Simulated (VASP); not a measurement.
Runs of VASP 6.6.1 on Si2Cl. It takes space group R-3m (No. 166, trigonal). The conventional cell has a = 3.881 Å, b = 3.881 Å, c = 16.501 Å, α = 90.00°, β = 90.00°, γ = 120.00°. Si (site symmetry 3m) is surrounded by 3 Si at 2.34 Å and 1 Cl at 2.41 Å. Cl (site symmetry -3m) has 2 Si at 2.41 Å as nearest neighbours. The cell was built by a generator and needn't be a form met in nature.

```csv
task,level,potentials or basis,cell,k mesh,cutoff (eV),smearing,grid for exact exchange (PRECFOCK),exchange at q = 0,other keys,mesh quality,gap on the mesh (eV),pressure (GPa),largest force (eV/Å)
single point,PBE,"VASP PAW PBE potentials, release 64 (Si, Cl)",as given,8 × 8 × 8,520,fermi-dirac 0.05 eV,-,-,-,not flagged,none,-0.1,(a)
relaxation of the atoms,RPBE,"VASP PAW PBE potentials, release 64 (Si, Cl)",atoms relaxed,8 × 8 × 8,520,gaussian 0.05 eV,-,-,-,not flagged,none,1.3,0.01
relaxation of cell and atoms,PBE,"VASP PAW PBE potentials, release 64 (Si, Cl)",relaxed,8 × 8 × 8,600,gaussian 0.05 eV,-,-,-,not flagged,none,0.0,-
atomic charges,PBE0+D2,"VASP PAW PBE potentials, release 64 (Si, Cl)",as given,4 × 4 × 4,500,gaussian 0.1 eV,Fast,default,-,coarse,none,-3.1,0.16
```

Alike in all rows: no spin polarisation.

Question: Fill in the values left out.

Answer: (a) 0.02.

Caveats: some runs use coarse meshes; an odd number of electrons without spin polarisation forces a metal; a magnetic or distorted state may lie lower; the PAW data sets were made with another functional, which shifts forces and pressure a little (some runs); atom-pairwise D2, TS and ULG terms overbind metals (some runs); pairwise dispersion overbinds metals, which lowers pressure and volume (some runs).

A gap of «none» marks a metal or a gap under the smearing width.
